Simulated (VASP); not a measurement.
Data:

```yaml
crystal:
  lattice:
    - [4.46779, 0.00000, 0.00000]
    - [0.00000, 4.46779, 0.00000]
    - [0.00000, 0.00000, 2.98121]
  atoms:
    - { symbol: Mg, position: [0.00000, 0.00000, 0.00000] }
    - { symbol: Mg, position: [0.50000, 0.50000, 0.50000] }
    - { symbol: H, position: [0.30438, 0.30438, 0.00000] }
    - { symbol: H, position: [0.80438, 0.19562, 0.50000] }
    - { symbol: H, position: [0.19562, 0.80438, 0.50000] }
    - { symbol: H, position: [0.69562, 0.69562, 0.00000] }
```

Level of theory: MS2 meta-GGA, VASP's PBE PAW potentials (set 64) (plane waves; VASP). Run with 520 eV cut-off, 6×6×8 Γ-centred mesh, tetrahedra with Blöchl corrections, potentials Mg H.

The cores are frozen, which limits the accuracy of field gradients.

Question: Give the principal components of the electric field gradient (V/Å²) and the asymmetry η at each nucleus.

Answer: 
```tsv
atom	Vxx	Vyy	Vzz	η
Mg1	5.6	0.3	-5.9	0.89
Mg2	5.6	0.3	-5.9	0.89
H3	4.6	1.1	-5.7	0.61
H4	4.6	1.1	-5.7	0.61
H5	4.6	1.1	-5.7	0.61
H6	4.6	1.1	-5.7	0.61
```

The compound is MgH2 in the rutile structure. It was relaxed first.
